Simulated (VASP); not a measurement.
## SnSe2: stress against strain

SnSe2 (1T layered, P-3m1, 29.853 Å³/atom and stress up to 0.06 GPa in the relaxed cell, c along z) under an equal strain ε along x and y, with z held. PBE in VASP (plane waves, PAW), 480 eV, 10×10×6 Γ-centred mesh, Gaussian smearing 0.05 eV; ions are relaxed, or left where forces stay under 0.02 eV/Å, within the symmetry of each cell. Against the start cell, which lies near the measured one, the relaxed cell differs by 16.0 % in volume and 12.3 % in c; the values below rest on it. Stress is positive for a compressed cell.

Here s stands for strain and y for stress xx.

| strain (%) | stress xx (GPa) |
|---|---|
| -1.50 | 1.75 |
| -1.00 | 1.15 |
| -0.50 | 0.58 |
| 0.00 | 0.04 |
| 0.50 | -0.49 |
| 1.00 | -0.99 |
| 1.50 | -1.45 |
| 3.00 | ? |

Q: Fit y against s with a straight line, and predict the withheld value at s = 3.00.

A: Means: s 0, y 0.084. About the means, the sum of products is -7.4750 and the sum of squares of s is 7.0000; the slope is their ratio. Least squares gives y = 0.084 - 1.0679·s. Residuals (row less fit): 0.064, -0.002, -0.038, -0.044, -0.040, -0.006, 0.068; standard error 0.052 (degrees of freedom: 5). The slope gives the elastic constants C11 + C12 = 107 ± 2 GPa (± standard error of the fit, which holds the terms cut off). At the withheld row, y = 0.084 - 1.0679 × 3.0 = -3.120 GPa. The calculation gives -2.71 GPa, 0.410 GPa above the prediction (9.2 % of the range of y in the table). The row lies outside the fitted rows, so this is an extrapolation. From the scatter of the fitted rows alone, a prediction at this place has a standard error of 0.082 GPa, so the miss is 5.0 times that.

A polynomial of degree 2 through the 12 other runs of the series gives -2.69 there, so most of the miss is curvature that the fit leaves out. For SnSe2: without a dispersion term in the relaxation, distances and binding between the weakly bound layers, chains or molecules are unreliable, and so is what depends on them. Rows are the converged runs of the series near zero and its far end, less any whose ions stayed unrelaxed beside relaxed ones; series whose fitted rows scatter by over a few per cent of the range, as at a crossing or softening among them, aren't shown in this form. Most that stay on the fit to the last digits aren't either.
